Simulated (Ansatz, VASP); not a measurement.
# Cross-check of Ge21H20 (Ge wire along [100], 21 atoms a period, H-terminated) between VASP and Ansatz, part 2 of 2

Aim: how closely do two programs agree when they are given the same cell, functional and k mesh? Of the first pair: The structure shown is the start of the Ansatz relaxation below; VASP solves that cell, so the two are compared at the walk's first step.

VASP 6.6.1 and Ansatz 0.2.0.

So far: The structure; Ansatz: relaxation, PBE.

## 3. VASP: single point, PBE, start cell, pair 1

Level of this step: PBE; plane waves and PAW (Ge_d, H) (VASP).

The same cell, functional, mesh and smearing now go to VASP, with its own data sets.

Lines of VASP's logs that name or quote its potential files are left out, and so is its time.

Input file INCAR:

```
SYSTEM = Ge21H20
PREC = Accurate
ENCUT = 410
EDIFF = 1E-06
NELM = 120
ISMEAR = -1
SIGMA = 0.05
LREAL = Auto
ALGO = Normal
GGA = PE
NBANDS = 192
LORBIT = 11
LWAVE = .FALSE.
LCHARG = .FALSE.
ISIF = 2
LASPH = .TRUE.
GGA_COMPAT = .FALSE.
EFERMI = MIDGAP
KPAR = 8
```

Input file POSCAR:

```
Ge21H20
1.0
   17.2410000000      0.0000000000      0.0000000000
    0.0000000000     17.2410000000      0.0000000000
    0.0000000000      0.0000000000      5.7600000000
Ge H
21 20
Direct
    0.2494441448      0.5835314947      0.0000000000
    0.4164878197      0.4164878197      0.0000000000
    0.4164878197      0.7505751696      0.0000000000
    0.5835314947      0.2494441448      0.0000000000
    0.5835314947      0.5835314947      0.0000000000
    0.7505751696      0.4164878197      0.0000000000
    0.3329659822      0.3329659822      0.2500000000
    0.3329659822      0.6670533322      0.2500000000
    0.5000096572      0.5000096572      0.2500000000
    0.6670533322      0.3329659822      0.2500000000
    0.6670533322      0.6670533322      0.2500000000
    0.2494441448      0.4164878197      0.5000000000
    0.4164878197      0.2494441448      0.5000000000
    0.4164878197      0.5835314947      0.5000000000
    0.5835314947      0.4164878197      0.5000000000
    0.5835314947      0.7505751696      0.5000000000
    0.7505751696      0.5835314947      0.5000000000
    0.3329659822      0.5000096572      0.7500000000
    0.5000096572      0.3329659822      0.7500000000
    0.5000096572      0.6670533322      0.7500000000
    0.6670533322      0.5000096572      0.7500000000
    0.2807261760      0.2807261760      0.0936343750
    0.7192931384      0.7192931384      0.0936343750
    0.1972043385      0.5312916884      0.1563656250
    0.4687276260      0.8028149759      0.1563656250
    0.5312916884      0.1972043385      0.1563656250
    0.8028149759      0.4687276260      0.1563656250
    0.1972043385      0.4687276260      0.3436343750
    0.4687276260      0.1972043385      0.3436343750
    0.5312916884      0.8028149759      0.3436343750
    0.8028149759      0.5312916884      0.3436343750
    0.2807261760      0.7192931384      0.4063656250
    0.7192931384      0.2807261760      0.4063656250
    0.1972043385      0.3642480134      0.6563656250
    0.3642480134      0.1972043385      0.6563656250
    0.6357713010      0.8028149759      0.6563656250
    0.8028149759      0.6357713010      0.6563656250
    0.1972043385      0.6357713010      0.8436343750
    0.3642480134      0.8028149759      0.8436343750
    0.6357713010      0.1972043385      0.8436343750
    0.8028149759      0.3642480134      0.8436343750
```

Input file KPOINTS:

```
Automatic mesh
0
Gamma
1 1 14
0 0 0
```

Potentials, in the order of the species: Ge_d and H (PBE family, release 64).

On the command line:

```console
mpirun -np 8 vasp_std
```

Numbers of over 12 decimals in the logs are rounded to 6 here.

What it wrote:

```text
[banner, memory and clock lines left out]
running    8 mpi-ranks, on    1 nodes
[...]
|                                                                             |
|           W    W    AA    RRRRR   N    N  II  N    N   GGGG   !!!           |
|           W    W   A  A   R    R  NN   N  II  NN   N  G    G  !!!           |
|           W    W  A    A  R    R  N N  N  II  N N  N  G       !!!           |
|           W WW W  AAAAAA  RRRRR   N  N N  II  N  N N  G  GGG   !            |
|           WW  WW  A    A  R   R   N   NN  II  N   NN  G    G                |
|           W    W  A    A  R    R  N    N  II  N    N   GGGG   !!!           |
|                                                                             |
|     For optimal performance we recommend to set                             |
|       NCORE = 2 up to number-of-cores-per-socket                            |
|     NCORE specifies how many cores store one orbital (NPAR=cpu/NCORE).      |
|     This setting can greatly improve the performance of VASP for DFT.       |
|     The default, NCORE=1 might be grossly inefficient on modern             |
|     multi-core architectures or massively parallel machines. Do your        |
|     Unfortunately you need to use the default for GW and RPA                |
|     calculations (for HF NCORE is supported but not extensively tested      |
|     yet).                                                                   |
|                                                                             |

 LDA part: xc-table for (Slater+PW92), standard interpolation
 POSCAR, INCAR and KPOINTS ok, starting setup
[...]
entering main loop
       N       E                     dE             d eps       ncg     rms          rms(c)
DAV:   1     0.332077365691E+04    0.33208E+04   -0.13457E+05  3592   0.229E+03
DAV:   2     0.463925537129E+03   -0.28568E+04   -0.27615E+04  3888   0.566E+02
DAV:   3    -0.110651165632E+03   -0.57458E+03   -0.56129E+03  4184   0.214E+02
DAV:   4    -0.160945634199E+03   -0.50294E+02   -0.49941E+02  3600   0.709E+01
[...]
DAV:  22    -0.157510571790E+03   -0.84231E-05   -0.19556E-06  2336   0.133E-02    0.904E-04
DAV:  23    -0.157510578623E+03   -0.68329E-05   -0.12461E-06  2152   0.207E-02    0.395E-04
DAV:  24    -0.157510579160E+03   -0.53676E-06   -0.41329E-07  2304   0.475E-03
   1 F= -.15751058E+03 E0= -.15751058E+03  d E =-.104500E-09
```

From OUTCAR (step 3):

```text
  Total       -6.8821347     -6.8821347     -4.3519384      0.0000000      0.0000000      0.0000000
  in kB       -6.4400073     -6.4400073     -4.0723578      0.0000000      0.0000000      0.0000000
  external PRESSURE =      -5.6507908 kB  Pullay stress =       0.0000000 kB

 POSITION                                       TOTAL-FORCE (eV/Angst)
 -----------------------------------------------------------------------------------
      4.30067     10.06067      0.00000         0.184165      0.270870     -0.163175
      7.18067      7.18067      0.00000        -0.076427     -0.076427     -0.004680
      7.18067     12.94067      0.00000        -0.270870     -0.184165     -0.163175
     10.06067      4.30067      0.00000         0.270870      0.184165     -0.163175
     10.06067     10.06067      0.00000         0.076427      0.076427     -0.004680
     12.94067      7.18067      0.00000        -0.184165     -0.270870     -0.163175
      5.74067      5.74067      1.44000         0.073559      0.073559      0.203613
      5.74067     11.50067      1.44000         0.073559     -0.073559     -0.203613
      8.62067      8.62067      1.44000         0.000000     -0.000000     -0.000000
     11.50067      5.74067      1.44000        -0.073559      0.073559     -0.203613
     11.50067     11.50067      1.44000        -0.073559     -0.073559      0.203613
      4.30067      7.18067      2.88000         0.184165     -0.270870      0.163175
      7.18067      4.30067      2.88000        -0.270870      0.184165      0.163175
      7.18067     10.06067      2.88000        -0.076427      0.076427      0.004680
[...]
-----------------------------------------------------------------------------------
    total drift:                               -0.000005     -0.000005      0.000005

  FREE ENERGIE OF THE ION-ELECTRON SYSTEM (eV)
  ---------------------------------------------------
  free  energy   TOTEN  =      -157.5105791601 eV

  energy  without entropy=     -157.5105791600  energy(sigma->0) =     -157.51057916

[... 3 further parts left out ...]
[key lines of the parts left out:]
E-fermi :  -1.4477
```

## 4. Comparison

Known differences besides the potentials themselves: the cutoff is 420 eV in Ansatz and 410 eV in VASP (PREC = Accurate, projectors in real space). Total energies have different zeros and are not compared.

Forces on 10 of the 41 atoms, those with the largest forces and the largest differences (eV/Å; atoms numbered as in POSCAR):

```csv
atom,"Ansatz x, y, z","VASP x, y, z"
Ge1,"0.208, 0.269, -0.163","0.184, 0.271, -0.163"
Ge3,"-0.269, -0.208, -0.163","-0.271, -0.184, -0.163"
Ge4,"0.269, 0.208, -0.163","0.271, 0.184, -0.163"
H25,"-0.283, -0.017, -0.295","-0.298, -0.028, -0.310"
H26,"0.283, 0.017, -0.295","0.298, 0.028, -0.310"
H27,"-0.017, -0.283, -0.295","-0.028, -0.298, -0.310"
H28,"0.017, -0.283, 0.295","0.028, -0.298, 0.310"
H29,"-0.283, 0.017, 0.295","-0.298, 0.028, 0.310"
H30,"0.283, -0.017, 0.295","0.298, -0.028, 0.310"
H31,"-0.017, 0.283, 0.295","-0.028, 0.298, 0.310"
```

The forces differ by 11 meV/Å r.m.s., which is 7.0 % of the r.m.s. force of 0.159 eV/Å (both taken over all components).

## 5. Ansatz: relaxation, PBE

This run makes the geometry at which the two programs are then compared. The cell compared in this pair holds 1720.83 Å³, against 1712.17 Å³ for the pair before.

The structure compared here is the end of the Ansatz relaxation.

Input file input.yaml:

```yaml
crystal:
  lattice:
    - [17.241, 0.0, 0.0]
    - [0.0, 17.241, 0.0]
    - [0.0, 0.0, 5.76]
  atoms:
    - { symbol: Ge, position: [0.24944414, 0.58353149, 0.0] }
    - { symbol: Ge, position: [0.416487815, 0.416487815, 0.0] }
    - { symbol: Ge, position: [0.416487815, 0.750575165, 0.0] }
    - { symbol: Ge, position: [0.58353149, 0.24944414, 0.0] }
    - { symbol: Ge, position: [0.58353149, 0.58353149, 0.0] }
    - { symbol: Ge, position: [0.750575165, 0.416487815, 0.0] }
    - { symbol: H, position: [0.280726176, 0.280726176, 0.093634302] }
    - { symbol: H, position: [0.719293129, 0.719293129, 0.093634302] }
    - { symbol: H, position: [0.197204338, 0.531291688, 0.156365698] }
    - { symbol: H, position: [0.468727617, 0.802814967, 0.156365698] }
    - { symbol: H, position: [0.531291688, 0.197204338, 0.156365698] }
    - { symbol: H, position: [0.802814967, 0.468727617, 0.156365698] }
    - { symbol: Ge, position: [0.332965978, 0.332965978, 0.25] }
    - { symbol: Ge, position: [0.332965978, 0.667053328, 0.25] }
    - { symbol: Ge, position: [0.500009653, 0.500009653, 0.25] }
    - { symbol: Ge, position: [0.667053328, 0.332965978, 0.25] }
    - { symbol: Ge, position: [0.667053328, 0.667053328, 0.25] }
    - { symbol: H, position: [0.197204338, 0.468727617, 0.343634302] }
    - { symbol: H, position: [0.468727617, 0.197204338, 0.343634302] }
    - { symbol: H, position: [0.531291688, 0.802814967, 0.343634302] }
    - { symbol: H, position: [0.802814967, 0.531291688, 0.343634302] }
    - { symbol: H, position: [0.280726176, 0.719293129, 0.406365698] }
    - { symbol: H, position: [0.719293129, 0.280726176, 0.406365698] }
    - { symbol: Ge, position: [0.24944414, 0.416487815, 0.5] }
    - { symbol: Ge, position: [0.416487815, 0.24944414, 0.5] }
    - { symbol: Ge, position: [0.416487815, 0.58353149, 0.5] }
    - { symbol: Ge, position: [0.58353149, 0.416487815, 0.5] }
    - { symbol: Ge, position: [0.58353149, 0.750575165, 0.5] }
    - { symbol: Ge, position: [0.750575165, 0.58353149, 0.5] }
    - { symbol: H, position: [0.197204338, 0.364248013, 0.656365698] }
    - { symbol: H, position: [0.364248013, 0.197204338, 0.656365698] }
    - { symbol: H, position: [0.635771292, 0.802814967, 0.656365698] }
    - { symbol: H, position: [0.802814967, 0.635771292, 0.656365698] }
    - { symbol: Ge, position: [0.332965978, 0.500009653, 0.75] }
    - { symbol: Ge, position: [0.500009653, 0.332965978, 0.75] }
    - { symbol: Ge, position: [0.500009653, 0.667053328, 0.75] }
    - { symbol: Ge, position: [0.667053328, 0.500009653, 0.75] }
    - { symbol: H, position: [0.197204338, 0.635771292, 0.843634302] }
    - { symbol: H, position: [0.364248013, 0.802814967, 0.843634302] }
    - { symbol: H, position: [0.635771292, 0.197204338, 0.843634302] }
    - { symbol: H, position: [0.802814967, 0.364248013, 0.843634302] }
kpoints:
  mp_grid: { grid: [1, 1, 14] }
scf:
  occupations: { method: fermi_dirac, width: 0.05 }
hamiltonian:
  xc: pbe
  pseudopotentials: { kind: paw, azcp: { folder: soft_1 } }
relax:
  cell: { fix: [a, b, alpha, beta, gamma] }
  max_steps: 45
  f_tol: 0.03
```

On the command line:

```console
ansatz run input.yaml --threads 4 --pin off --max-ram 16384MiB --backend cpu --events-out ev --progress --plain --runs-dir out
```

What it wrote:

```text
[...]
Crystal: 41 atoms, lattice volume = 1712.172 Å³
Basis set: ecut = 420 eV, 33539 PW (Γ), exchange–correlation on 240×240×80 points (8 copies of the dense FFT grid, shifted against one another)
Bands: 198, of which v1, the nominal top of the filled ones, is band 157 counted from 1 (156 counted from 0)
Symmetry: 8 space group operations
[...]
k-points: 8 of 14
[...]
- { symbol: Ge, position: [0.334624, 0.500010, 0.75] }
    - { symbol: Ge, position: [0.500010, 0.334624, 0.75] }
    - { symbol: Ge, position: [0.500010, 0.665395, 0.75] }
    - { symbol: Ge, position: [0.665395, 0.500010, 0.75] }
    - { symbol: H, position: [0.213407, 0.645851, 0.813783] }
    - { symbol: H, position: [0.354169, 0.786612, 0.813783] }
    - { symbol: H, position: [0.645851, 0.213407, 0.813783] }
    - { symbol: H, position: [0.786612, 0.354169, 0.813783] }
[key lines of the parts left out:]
SCF converged after 6 iterations
Free energy (F): -90507.792023 eV
Fermi energy:    -0.436693 eV
P = ⅓ Tr σ = 0.0038 GPa (0.038 kbar)
```

## 6. VASP: single point, PBE, relaxed cell, pair 2

The same cell, functional, mesh and smearing now go to VASP, with its own data sets.

INCAR, as its differences from that of step 3:

```diff
@@ -2,3 +2,3 @@
 PREC = Accurate
-ENCUT = 410
+ENCUT = 500
 EDIFF = 1E-06
```

Input file POSCAR:

```
Ge21H20
1.0
   17.2410000000      0.0000000000      0.0000000000
    0.0000000000     17.2410000000      0.0000000000
    0.0000000000      0.0000000000      5.7891350660
Ge H
21 20
Direct
    0.2537660170      0.5885036504      0.9812035493
    0.4173518037      0.4173518037      0.0017404995
    0.4115156548      0.7462532882      0.9812035493
    0.5885036504      0.2537660170      0.9812035493
    0.5826675015      0.5826675015      0.0017404995
    0.7462532882      0.4115156548      0.9812035493
    0.3353774266      0.3353774266      0.2552647537
    0.3353774266      0.6646418786      0.2447352463
    0.5000096526      0.5000096526      0.2500000000
    0.6646418786      0.3353774266      0.2447352463
    0.6646418786      0.6646418786      0.2552647537
    0.2537660170      0.4115156548      0.5187964507
    0.4115156548      0.2537660170      0.5187964507
    0.4173518037      0.5826675015      0.4982595005
    0.5826675015      0.4173518037      0.4982595005
    0.5885036504      0.7462532882      0.5187964507
    0.7462532882      0.5885036504      0.5187964507
    0.3346242420      0.5000096526      0.7500000000
    0.5000096526      0.3346242420      0.7500000000
    0.5000096526      0.6653950632      0.7500000000
    0.6653950632      0.5000096526      0.7500000000
    0.2827495849      0.2827495849      0.1036542823
    0.7172697203      0.7172697203      0.1036542823
    0.1891394645      0.5436476063      0.1089921819
    0.4563716989      0.8108798407      0.1089921819
    0.5436476063      0.1891394645      0.1089921819
    0.8108798407      0.4563716989      0.1089921819
    0.1891394645      0.4563716989      0.3910078181
    0.4563716989      0.1891394645      0.3910078181
    0.5436476063      0.8108798407      0.3910078181
    0.8108798407      0.5436476063      0.3910078181
    0.2827495849      0.7172697203      0.3963457177
    0.7172697203      0.2827495849      0.3963457177
    0.2134070737      0.3541685392      0.6862168460
    0.3541685392      0.2134070737      0.6862168460
    0.6458507660      0.7866122315      0.6862168460
    0.7866122315      0.6458507660      0.6862168460
    0.2134070737      0.6458507660      0.8137831540
    0.3541685392      0.7866122315      0.8137831540
    0.6458507660      0.2134070737      0.8137831540
    0.7866122315      0.3541685392      0.8137831540
```

KPOINTS is that of step 3.

On the command line:

```console
mpirun -np 8 vasp_std
```

What it wrote:

```text
[banner, memory and clock lines left out]
running    8 mpi-ranks, on    1 nodes
[...]
[... a notice as in an earlier step ...]

 LDA part: xc-table for (Slater+PW92), standard interpolation
 POSCAR, INCAR and KPOINTS ok, starting setup
[...]
entering main loop
       N       E                     dE             d eps       ncg     rms          rms(c)
DAV:   1     0.353923533338E+04    0.35392E+04   -0.14543E+05  3768   0.251E+03
DAV:   2     0.537772727807E+03   -0.30015E+04   -0.28984E+04  3824   0.644E+02
DAV:   3    -0.102707119538E+03   -0.64048E+03   -0.62486E+03  4256   0.228E+02
DAV:   4    -0.161293357145E+03   -0.58586E+02   -0.58190E+02  3552   0.773E+01
[...]
DAV:  22    -0.158207607370E+03   -0.83082E-05   -0.14709E-06  2352   0.514E-03    0.499E-04
DAV:  23    -0.158207608556E+03   -0.11857E-05   -0.42722E-07  2232   0.732E-03    0.485E-04
DAV:  24    -0.158207608684E+03   -0.12809E-06   -0.16058E-07  2096   0.683E-03
   1 F= -.15820761E+03 E0= -.15820761E+03  d E =-.124881E-10
```

From OUTCAR (step 6):

```text
  Total       -0.9356334     -0.9356334     -0.8779016      0.0000000      0.0000000     -0.0000000
  in kB       -0.8711195     -0.8711195     -0.8173683      0.0000000      0.0000000     -0.0000000
  external PRESSURE =      -0.8532024 kB  Pullay stress =       0.0000000 kB

 POSITION                                       TOTAL-FORCE (eV/Angst)
 -----------------------------------------------------------------------------------
      4.37518     10.14639      5.68032        -0.033960      0.009465     -0.005918
      7.19556      7.19556      0.01008         0.003751      0.003751     -0.006175
      7.09494     12.86615      5.68032        -0.009465      0.033960     -0.005918
     10.14639      4.37518      5.68032         0.009465     -0.033960     -0.005918
     10.04577     10.04577      0.01008        -0.003751     -0.003751     -0.006175
     12.86615      7.09494      5.68032         0.033960     -0.009465     -0.005918
      5.78224      5.78224      1.47776        -0.010028     -0.010028     -0.021831
      5.78224     11.45909      1.41681        -0.010028      0.010028      0.021831
      8.62067      8.62067      1.44728         0.000000      0.000000     -0.000000
     11.45909      5.78224      1.41681         0.010028     -0.010028      0.021831
     11.45909     11.45909      1.47776         0.010028      0.010028     -0.021831
      4.37518      7.09494      3.00338        -0.033960     -0.009465      0.005918
      7.09494      4.37518      3.00338        -0.009465     -0.033960      0.005918
      7.19556     10.04577      2.88449         0.003751     -0.003751      0.006175
[...]
-----------------------------------------------------------------------------------
    total drift:                               -0.000012     -0.000012      0.000001

  FREE ENERGIE OF THE ION-ELECTRON SYSTEM (eV)
  ---------------------------------------------------
  free  energy   TOTEN  =      -158.2076086842 eV

  energy  without entropy=     -158.2076086842  energy(sigma->0) =     -158.20760868

[... 1 part as in an earlier step ...]

[... 2 further parts left out ...]
[key lines of the parts left out:]
E-fermi :  -1.4511
```

## 7. Differences

What differs besides the data sets and the points named for the pairs above, as far as they apply: the cutoff is 420 eV in Ansatz and 500 eV in VASP (PREC = Accurate, projectors in real space); Ansatz's pressure holds a Pulay correction, VASP's none. Total energies have different zeros and are not compared.

The two programs side by side:

```csv
quantity,Ansatz,VASP,difference
pressure (GPa),0.00,-0.09,+0.09
gap on the k mesh (eV),2.563,2.568,-0.004
```

At this near-relaxed geometry the largest component of a force difference is 30 meV/Å. A gap on the mesh is an upper bound, since the band edges may lie between its points.

## 8. Outcome

| Item | Value |
| --- | --- |
| r.m.s. force difference (single point, PBE, start cell, pair 1) | 11 meV/Å |
| r.m.s. force difference (single point, PBE, relaxed cell, pair 2) | 14 meV/Å |

What this shows: The r.m.s. force difference is 14 meV/Å (single point, PBE, relaxed cell, pair 2), beyond the 12 meV/Å picked in this series as the mark of a large difference. What causes the difference of the single point, PBE, relaxed cell, pair 2 pair stays open here. Such differences can come from data sets, numerical settings and the points named under the comparisons, not from the functional's error against experiment.

[Lines on the potential files, build, host, timing and source positions are cut from VASP's logs without a mark.]

[Logs are printed without paths, hosts, clocks, repeated set-up lines and the standing remarks that a program may print on its own settings, such as how far it seeks lower states.]

[Hosts, paths, dates, database ids (printed as entryN), source tags and the programs' standing remarks are cut or masked in the printed files.]
